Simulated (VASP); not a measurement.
The system is Os.

```
Os
1.0
     2.73410    0.00000    0.00000
    -1.36705    2.36780    0.00000
     0.00000    0.00000    4.31970
Os
2
Direct
  0.33333 0.66667 0.25000
  0.66667 0.33333 0.75000
```

Base run:

| Quantity | Value |
| --- | --- |
| Program | VASP 6.6.1 |
| Functional | r2SCAN |
| Potentials or basis | VASP PAW PBE potentials, release 64 (Os) |
| Cutoff | 520 eV |
| k mesh | 14 × 14 × 8 |
| Occupations | fermi-dirac, width 0.05 eV |
| Spin | no spin polarisation |

Its results: band gap on the k mesh none (metal or under the smearing width); pressure 2.0 GPa.

**Question.** After a change of settings the same cell gave: band gap on the k mesh none (metal or under the smearing width); pressure 8.8 GPa. Which change was it?
A. functional from r2SCAN to PBEsol; k mesh from 14 × 14 × 8 to 19 × 19 × 11
B. functional from r2SCAN to PBEsol; cutoff from 520 eV to 500 eV
C. functional from r2SCAN to PBEsol; potentials or basis from VASP PAW PBE potentials, release 64 (Os) to VASP PAW PBE potentials, release 64 (Os_pv); cutoff from 520 eV to 600 eV; valence electrons from 16 to 28
D. functional from r2SCAN to PBE

**Answer.** D.

Caveats: the PAW data sets were made with another functional, which shifts forces and pressure a little (some runs).

Not every run made on this cell is shown here.
